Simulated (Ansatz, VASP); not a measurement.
## One calculation of Mg2WO4, two programs

Contents of INCAR:

```
  ALGO = Normal
  EDIFF = 1E-6
  EDIFFG = -0.01
  ENCUT = 600
  GGA = PE
  IBRION = 2
  ISIF = 3
  ISMEAR = 0
  LASPH = True
  LCHARG = False
  LREAL = False
  LWAVE = False
  NELM = 100
  NSW = 100
  PREC = Accurate
  SIGMA = 0.1
```

KPOINTS

```
k-points
0
Gamma
  8 8 8
```

File POSCAR:

```
Mg2WO4
1.0
    0.0000000000      3.9967859649      3.9967859649
    3.9967859649      0.0000000000      3.9967859649
    3.9967859649      3.9967859649      0.0000000000
Mg W O
2 1 4
Direct
    0.0000000000      0.0000000000      0.0000000000
    0.2500000000      0.2500000000      0.2500000000
    0.5000000000      0.5000000000      0.5000000000
    0.6291366224      0.1125901329      0.6291366224
    0.6291366224      0.6291366224      0.6291366224
    0.1125901329      0.6291366224      0.6291366224
    0.6291366224      0.6291366224      0.1125901329
```

Input for Ansatz:

```yaml
crystal:
  lattice:
    - [0.0, 3.9967859649, 3.9967859649]
    - [3.9967859649, 0.0, 3.9967859649]
    - [3.9967859649, 3.9967859649, 0.0]
  atoms:
    - { symbol: Mg, position: [0.0, 0.0, 0.0] }
    - { symbol: Mg, position: [0.25, 0.25, 0.25] }
    - { symbol: W, position: [0.5, 0.5, 0.5] }
    - { symbol: O, position: [0.6291366224, 0.1125901329, 0.6291366224] }
    - { symbol: O, position: [0.6291366224, 0.6291366224, 0.6291366224] }
    - { symbol: O, position: [0.1125901329, 0.6291366224, 0.6291366224] }
    - { symbol: O, position: [0.6291366224, 0.6291366224, 0.1125901329] }
basis:
  ecutwfc: 420
kpoints:
  mp_grid: { grid: [8, 8, 8] }
hamiltonian:
  xc: pbe
scf:
  occupations: { method: gaussian, width: 0.1 }
output:
  forces: true
  stress: true
  eigenvalues: true
  write_density: true
  write_potential: true
  elf: true
  volumetric_format: npy
relax:
  adjacent_minimum: "off"
  f_tol: 0.01
  max_steps: 80
  cell: { stress_tol: 0.05 }
```

Alike in both runs: task relaxation of cell and atoms; functional PBE; k mesh 8 × 8 × 8; occupations gaussian, width 0.1 eV; no spin polarisation.

|  | VASP | Ansatz |
| --- | --- | --- |
| version | VASP 6.6.1 | Ansatz 0.2.0 |
| potentials or method | VASP PAW PBE potentials, release 64 (Mg, W_sv, O) | scalar-relativistic, plane waves, PAW |
| plane-wave cutoff (eV) | 600 | 420 |
| valence electrons in the cell | 42 | 58 |

Ansatz gave:

| Quantity | Value |
| --- | --- |
| gap on the k mesh at the Fermi level, each at its own relaxed structure (eV) | none |
| relaxed volume (Å³/atom) | 18.43 |
| relaxed cell length with the largest relative difference (Å) | 5.672 |
| energy change over the relaxation (meV/atom) | 0 |

Question: Which values does VASP return?

Answer: gap on the k mesh at the Fermi level, each at its own relaxed structure (eV): none; relaxed volume (Å³/atom): 18.35; relaxed cell length with the largest relative difference (Å): 5.663; energy change over the relaxation (meV/atom): -1.

A gap of «none» marks a metal or a gap that the smearing closes. The two sets of potentials don't hold the same shells in valence.

The runs have no spin-orbit coupling, so splittings on W are missing.
